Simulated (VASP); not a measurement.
Calculation: r2SCAN meta-GGA, VASP's PBE PAW potentials (set 64) (plane waves; VASP). For the first row: Numerical set-up: 520 eV cut-off, 10×10×6 Γ-centred mesh, Gaussian smearing of 0.050 eV, potentials Al N.

| system | energy (eV/atom) |
|---|---|
| AlN (wurtzite) | -9.6141 |
| Al atom | -3.1349 |
| N atom | -4.4319 |

Atoms are spin-polarised in a large box without symmetry, with the spin fixed by Hund's rule, and may not be in the lowest state of each functional; no zero-point energy is added.

Problem. What is the cohesive energy per atom of AlN?

Solution. The references average (2×(-3.1349) + 2×(-4.4319))/4 = -3.7834 eV, so the cohesive energy is -3.7834 − (-9.6141) = 5.831 eV/atom. Measured: 5.850 eV/atom at 0 K (as given by CRC Handbook of Chemistry and Physics, Standard Thermodynamic Properties of Chemical Substances; atomisation enthalpy at 298 K (5.806) less the gas atoms' H298-H0 (0.068), plus the solid's thermal (0.021) and zero-point (0.090) energy from a Debye model with theta = 928 K fitted to S(298) = 20.2 J/(mol K); atoms in their measured spin-orbit ground levels; the uncertainty is an estimate of this correction alone).
